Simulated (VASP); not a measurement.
OSZICAR of a VASP run on AlC₃₂Si₃₁:

File OSZICAR:
```
       N       E                     dE             d eps       ncg     rms          rms(c)
DAV:   1    -0.551693187532E+03   -0.55169E+03   -0.99517E+00   640   0.787E+00    0.161E+01
DAV:   2    -0.551824855480E+03   -0.13167E+00   -0.29529E-01   752   0.126E+00    0.126E+01
DAV:   3    -0.551843728183E+03   -0.18873E-01   -0.46795E-02   744   0.561E-01    0.762E+00
DAV:   4    -0.551837680369E+03    0.60478E-02   -0.19125E-02   760   0.335E-01    0.442E+00
DAV:   5    -0.551835551006E+03    0.21294E-02   -0.23937E-03   736   0.115E-01    0.257E+00
DAV:   6    -0.551834670847E+03    0.88016E-03   -0.55084E-04   736   0.567E-02    0.148E+00
DAV:   7    -0.551834412651E+03    0.25820E-03   -0.23114E-04   704   0.353E-02    0.849E-01
DAV:   8    -0.551834332969E+03    0.79683E-04   -0.41604E-05   656   0.172E-02    0.490E-01
DAV:   9    -0.551834309889E+03    0.23079E-04   -0.22686E-05   504   0.124E-02    0.279E-01
DAV:  10    -0.551834305435E+03    0.44540E-05   -0.11805E-05   432   0.799E-03
   1 F= -.55183431E+03 E0= -.55183431E+03  d E =-.334371E-09  mag=     1.0000
```

Q: Which electronic solver shows in the log?

A: It is blocked Davidson (ALGO = Normal, or the opening steps of other solvers). The INCAR had ALGO = Normal.

Q: How was spin treated?

A: Collinear spin (ISPIN = 2): the summary line carries one mag value, 1.00 μB in the cell.

Q: Can the final energy be trusted as converged?

A: The run converged. It stopped with EDIFF = 1E-5, NELM = 50 (HSE06 screened hybrid, plane waves, VASP's PBE PAW potentials (set 64)).  The supercell is sampled at Γ alone, which is coarse: total energies, pressure and levels can be off, energies of defects by several tenths of an eV.

The cell is a supercell with a defect, built from SiC (zinc blende): Al_Si. The cell's shape comes from a PBE relaxation. The total moment is imposed (NUPDOWN), so this need not be the lowest spin state.
